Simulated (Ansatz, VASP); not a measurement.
## Cross-check of GaAs (GaAs (F-43m)) between VASP and Ansatz

Wanted: the spread between two codes on one cell, functional and k mesh. The cell is taken from a series of runs on this material, whose earlier steps may have relaxed, scaled, displaced or heated it; both programs get it as it stands.

Calculated with Ansatz 0.2.0; plane waves, with VASP 6.6.1 beside it; relaxation of cell and atoms at r2SCAN.

## (1) Starting point

Symmetry: F-43m, No. 216, cubic system. The conventional cell has a = 5.660 Å, b = 5.660 Å, c = 5.660 Å, α = 90.00°, β = 90.00°, γ = 90.00°. Nearest to Ga lie 4 As at 2.45 Å. As has 4 Ga at 2.45 Å nearest. Farther neighbours are not listed.

Coordinates:

```cif
data_structure
_symmetry_space_group_name_H-M 'P 1'
_symmetry_Int_Tables_number 1
_cell_length_a 4.0022
_cell_length_b 4.0022
_cell_length_c 4.0022
_cell_angle_alpha 60.000
_cell_angle_beta 60.000
_cell_angle_gamma 60.000
_cell_volume 45.33
loop_
_atom_site_label
_atom_site_type_symbol
_atom_site_fract_x
_atom_site_fract_y
_atom_site_fract_z
_atom_site_occupancy
Ga1 Ga 0.00000 0.00000 0.00000 1
As2 As 0.25000 0.25000 0.25000 1
```

## (2) VASP: relaxation of cell and atoms, r2SCAN

The relaxed volume is the usual yardstick between codes: in a stiff, nearly cubic crystal its relative difference is about their pressure difference at one cell divided by the bulk modulus.

Lines of VASP's logs that name or quote its potential files are left out, and so is its time.

INCAR reads:

```
SYSTEM = GaAs
PREC = Accurate
ENCUT = 550
EDIFF = 1E-07
NELM = 120
ISMEAR = 0
SIGMA = 0.01
LREAL = .FALSE.
ALGO = Normal
METAGGA = R2SCAN
LASPH = .TRUE.
NBANDS = 15
LORBIT = 11
LWAVE = .FALSE.
LCHARG = .FALSE.
ISIF = 3
IBRION = 2
NSW = 80
EDIFFG = -0.005
GGA_COMPAT = .FALSE.
NELMIN = 4
EFERMI = MIDGAP
LMIXTAU = .TRUE.
```

POSCAR reads:

```
GaAs
1.0
    0.0000000000      2.8300000000      2.8300000000
    2.8300000000      0.0000000000      2.8300000000
    2.8300000000      2.8300000000      0.0000000000
Ga As
1 1
Direct
    0.0000000000      0.0000000000      0.0000000000
    0.2500000000      0.2500000000      0.2500000000
```

KPOINTS reads:

```
Automatic mesh
0
Gamma
9 9 9
0 0 0
```

The projector-augmented-wave data sets are Ga_d and As (PBE family, release 64).

On the command line:

```
$ mpirun -np 1 vasp_std
```

Numbers of over 12 decimals in the logs are rounded to 6 here.

The program printed:

```text
[banner, memory and clock lines left out]
running    1 mpi-ranks, on    1 nodes
 distrk:  each k-point on    1 cores,    1 groups
 distr:  one band on    1 cores,    1 groups

 POSCAR found type information on POSCAR GaAs
 POSCAR found :  2 types and       2 ions
|                                                                             |
|               ----> ADVICE to this user running VASP <----                  |
|                                                                             |
|     You enforced a specific xc type in the INCAR file but a different       |
|     [... a line on the potential file left out ...]
|     I HOPE YOU KNOW WHAT YOU ARE DOING!                                     |
|                                                                             |

 LDA part: xc-table for (None), standard interpolation
 POSCAR, INCAR and KPOINTS ok, starting setup
 FFT: planning ... GRIDC
 FFT: planning ... GRID_SOFT
 FFT: planning ... GRID
 WAVECAR not read
 entering main loop
       N       E                     dE             d eps       ncg     rms          rms(c)
DAV:   1     0.632400703237E+02    0.63240E+02   -0.95362E+03  1090   0.174E+03
DAV:   2    -0.226235201050E+02   -0.85864E+02   -0.81917E+02  1169   0.325E+02
DAV:   3    -0.290393472090E+02   -0.64158E+01   -0.63926E+01  1281   0.708E+01
DAV:   4    -0.291343944665E+02   -0.95047E-01   -0.95032E-01  1236   0.940E+00
DAV:   5    -0.291357487250E+02   -0.13543E-02   -0.13542E-02  1372   0.998E-01    0.317E+00
DAV:   6    -0.270085650447E+02    0.21272E+01   -0.57100E-01  1211   0.151E+01    0.194E+00
DAV:   7    -0.271110228924E+02   -0.10246E+00   -0.30182E-01  1197   0.675E+00    0.878E-01
DAV:   8    -0.270266179885E+02    0.84405E-01   -0.13598E-01  1050   0.458E+00    0.354E-01
DAV:   9    -0.269622574083E+02    0.64361E-01   -0.23431E-01  1050   0.419E+00    0.227E-01
DAV:  10    -0.269622153885E+02    0.42020E-04   -0.80016E-02  1050   0.247E+00    0.718E-02
DAV:  11    -0.270527802263E+02   -0.90565E-01   -0.46618E-02  1050   0.177E+00    0.598E-02
DAV:  12    -0.270507447325E+02    0.20355E-02   -0.10886E-03  1407   0.313E-01    0.280E-02
DAV:  13    -0.270544433792E+02   -0.36986E-02   -0.11025E-03  1092   0.341E-01    0.142E-02
DAV:  14    -0.270548814628E+02   -0.43808E-03   -0.33428E-04  1225   0.212E-01    0.625E-03
DAV:  15    -0.270549672960E+02   -0.85833E-04   -0.74359E-05  1134   0.103E-01    0.637E-03
DAV:  16    -0.270549837721E+02   -0.16476E-04   -0.26984E-06  1400   0.173E-02    0.376E-03
DAV:  17    -0.270549886732E+02   -0.49011E-05   -0.52355E-07  1148   0.807E-03    0.160E-03
DAV:  18    -0.270549929750E+02   -0.43018E-05   -0.17173E-06  1127   0.150E-02    0.481E-04
DAV:  19    -0.270549931116E+02   -0.13654E-06   -0.50925E-08   903   0.260E-03    0.230E-04
DAV:  20    -0.270549930475E+02    0.64099E-07   -0.14500E-08   826   0.130E-03
   1 F= -.27054993E+02 E0= -.27054993E+02  d E =-.270550E+02
 curvature:   0.00 expect dE= 0.000E+00 dE for cont linesearch  0.000E+00
 trial: gam= 0.00000 g(F)=  0.173E-45 g(S)=  0.746E-03 ort = 0.000E+00 (trialstep = 0.100E+01)
 search vector abs. value=  0.746E-03
 bond charge predicted
       N       E                     dE             d eps       ncg     rms          rms(c)
DAV:   1    -0.270629717094E+02   -0.79786E-02   -0.97420E-02  1288   0.603E+00    0.515E-01
DAV:   2    -0.270568359529E+02    0.61358E-02   -0.91700E-03  1316   0.212E+00    0.243E-01
DAV:   3    -0.270551510959E+02    0.16849E-02   -0.18357E-03  1288   0.919E-01    0.517E-02
DAV:   4    -0.270549271266E+02    0.22397E-03   -0.64592E-04  1098   0.352E-01    0.144E-02
DAV:   5    -0.270551129097E+02   -0.18578E-03   -0.78846E-05  1064   0.101E-01    0.132E-02
DAV:   6    -0.270551136358E+02   -0.72609E-06   -0.18633E-06  1365   0.139E-02    0.150E-02
DAV:   7    -0.270551126202E+02    0.10155E-05   -0.25480E-05  1099   0.477E-02    0.342E-03
DAV:   8    -0.270551221964E+02   -0.95761E-05   -0.74177E-06  1050   0.298E-02    0.251E-03
DAV:   9    -0.270551230691E+02   -0.87269E-06   -0.20776E-07  1133   0.508E-03    0.170E-03
DAV:  10    -0.270551235325E+02   -0.46349E-06   -0.45088E-07  1134   0.771E-03    0.117E-03
DAV:  11    -0.270551239704E+02   -0.43790E-06   -0.77071E-08   805   0.315E-03    0.799E-04
DAV:  12    -0.270551238202E+02    0.15026E-06   -0.12816E-08   560   0.864E-04    0.325E-04
DAV:  13    -0.270551237862E+02    0.33975E-07   -0.60644E-09   546   0.863E-04
   2 F= -.27055124E+02 E0= -.27055124E+02  d E =-.130739E-03
 trial-energy change:   -0.000131  1 .order   -0.000189   -0.000746    0.000369
 step:   0.5940(harm=  0.6690)  dis= 0.00000  next Energy=   -27.055203 (dE=-0.210E-03)
 bond charge predicted
       N       E                     dE             d eps       ncg     rms          rms(c)
DAV:   1    -0.270564688018E+02   -0.13450E-02   -0.15916E-02  1295   0.241E+00    0.210E-01
DAV:   2    -0.270554783487E+02    0.99045E-03   -0.15416E-03  1316   0.899E-01    0.985E-02
DAV:   3    -0.270552159438E+02    0.26240E-03   -0.28808E-04  1288   0.367E-01    0.216E-02
DAV:   4    -0.270551834809E+02    0.32463E-04   -0.10375E-04  1106   0.137E-01    0.588E-03
DAV:   5    -0.270552080494E+02   -0.24568E-04   -0.11927E-05  1064   0.385E-02    0.524E-03
DAV:   6    -0.270552085307E+02   -0.48128E-06   -0.26645E-07  1358   0.514E-03    0.592E-03
DAV:   7    -0.270552026909E+02    0.58398E-05   -0.43092E-06  1092   0.195E-02    0.142E-03
DAV:   8    -0.270552052648E+02   -0.25739E-05   -0.11440E-06  1050   0.115E-02    0.107E-03
DAV:   9    -0.270552047405E+02    0.52440E-06   -0.38410E-08   812   0.222E-03    0.618E-04
DAV:  10    -0.270552046841E+02    0.56364E-07   -0.65226E-08   609   0.333E-03
   3 F= -.27055205E+02 E0= -.27055205E+02  d E =-.211637E-03
 curvature:  -0.32 expect dE=-0.170E-05 dE for cont linesearch -0.170E-05
 trial: gam=-0.07753 g(F)=  0.593E-48 g(S)=  0.536E-05 ort = 0.632E-04 (trialstep = 0.919E+00)
 search vector abs. value=  0.385E-07
 reached required accuracy - stopping structural energy minimisation
```

OUTCAR, selected parts (step 2):

```text
ion  position               nearest neighbor table
   1  0.000  0.000  0.000-   2 2.45   2 2.45   2 2.45   2 2.45
   2  0.250  0.250  0.250-   1 2.45   1 2.45   1 2.45   1 2.45

  LATTYP: Found a face centered cubic cell.
 ALAT       =     5.6600000000

 Subroutine GETGRP returns: Found 24 space group operations
 (whereof 24 operations were pure point group operations)

The static configuration has the point symmetry T_d .

 Found     35 irreducible k-points:

   k-points           NKPTS =     35   k-points in BZ     NKDIM =     35   number of bands    NBANDS=     15

   dimension x,y,z NGX =    32 NGY =   32 NGZ =   32
   dimension x,y,z NGXF=    64 NGYF=   64 NGZF=   64

   ENCUT  =  550.0 eV  40.42 Ry    6.36 a.u.   7.65  7.65  7.65*2*pi/ulx,y,z

   NELECT =      18.0000    total number of electrons

 k-points in reciprocal lattice and weights: Automatic mesh
   0.00000000  0.00000000  0.00000000       0.001
   0.11111111  0.00000000  0.00000000       0.011
   0.22222222  0.00000000  0.00000000       0.011
   0.33333333  0.00000000  0.00000000       0.011
   0.44444444  0.00000000  0.00000000       0.011
   0.11111111  0.11111111  0.00000000       0.008
   0.22222222  0.11111111  0.00000000       0.033
   0.33333333  0.11111111  0.00000000       0.033
   0.44444444  0.11111111  0.00000000       0.033
[...]
-0.33333333  0.44444444  0.11111111       0.033
  -0.33333333  0.44444444  0.22222222       0.033

 average (electrostatic) potential at core
       1 -71.3189       2 -54.9845

 E-fermi :   4.0732

 k-point     1 :       0.0000    0.0000    0.0000
  band No.  band energies     occupation
    ...
      5     -11.5278      2.00000
      6      -9.5477      2.00000
      7       3.6061      2.00000
      8       3.6061      2.00000
      9       3.6061      2.00000
     10       4.5402      0.00000
     11       7.6450      0.00000
     12       7.6450      0.00000
     13       7.6450      0.00000
     14      11.8277      0.00000
    ...

 k-point     2 :       0.1111    0.0000    0.0000
  band No.  band energies     occupation
    ...
      5     -11.5279      2.00000
      6      -9.3967      2.00000
      7       1.9518      2.00000
      8       3.4115      2.00000
      9       3.4115      2.00000
     10       5.4842      0.00000
     11       7.9367      0.00000
     12       7.9367      0.00000
     13       8.0215      0.00000
     14      12.6007      0.00000
    ...

 k-point     3 :       0.2222    0.0000    0.0000
  band No.  band energies     occupation
    ...
      5     -11.5277      2.00000
      6      -8.9692      2.00000
      7      -0.0918      2.00000
      8       3.0127      2.00000
      9       3.0127      2.00000
     10       5.4800      0.00000
     11       8.4525      0.00000
     12       8.4525      0.00000
     13       9.5494      0.00000
     14      13.0786      0.00000
    ...

  Total        0.0086034      0.0086034      0.0086034      0.0000000      0.0000000     -0.0000000
  in kB        0.3027580      0.3027580      0.3027580      0.0000000      0.0000000     -0.0000000
  external PRESSURE =       0.3027580 kB  Pullay stress =       0.0000000 kB

  energy-cutoff  :      550.00
  volume of cell :       45.53
      direct lattice vectors                 reciprocal lattice vectors
    -0.000000000  2.834118245  2.834118245    -0.176421715  0.176421715  0.176421715
     2.834118245  0.000000000  2.834118245     0.176421715 -0.176421715  0.176421715
     2.834118245  2.834118245 -0.000000000     0.176421715  0.176421715 -0.176421715

 POSITION                                       TOTAL-FORCE (eV/Angst)
 -----------------------------------------------------------------------------------
      0.00000      0.00000      0.00000        -0.000000     -0.000000     -0.000000
      1.41706      1.41706      1.41706         0.000000      0.000000      0.000000
 -----------------------------------------------------------------------------------
    total drift:                               -0.000000     -0.000000     -0.000000

  FREE ENERGIE OF THE ION-ELECTRON SYSTEM (eV)
  ---------------------------------------------------
  free  energy   TOTEN  =       -27.0552046841 eV

  energy  without entropy=      -27.0552046841  energy(sigma->0) =      -27.05520468

 reached required accuracy - stopping structural energy minimisation

 total charge
# of ion       s       p       d       tot
------------------------------------------
    1        0.848   0.788   9.998  11.633
    2        1.204   1.634   0.032   2.869
--------------------------------------------------
tot          2.052   2.422  10.029  14.502

[... 3 further parts left out ...]
```

CONTCAR:

```
GaAs
   1.00000000000000
    -0.0000000000000000    2.8341182452282236    2.8341182452282236
     2.8341182452282236    0.0000000000000000    2.8341182452282236
     2.8341182452282236    2.8341182452282236   -0.0000000000000000
  Ga              As
     1     1
Direct
     0.0000000000000000    0.0000000000000000    0.0000000000000000
     0.2500000000000000    0.2500000000000000    0.2500000000000000
```

[end of part 1 of 2]

[Lines on the potential files, build, host, timing and source positions are cut from VASP's logs without a mark.]

[Logs are printed without paths, hosts, clocks, repeated set-up lines and the standing remarks that a program may print on its own settings, such as how far it seeks lower states.]

[Hosts, paths, dates, database ids (printed as entryN), source tags and the programs' standing remarks are cut or masked in the printed files.]
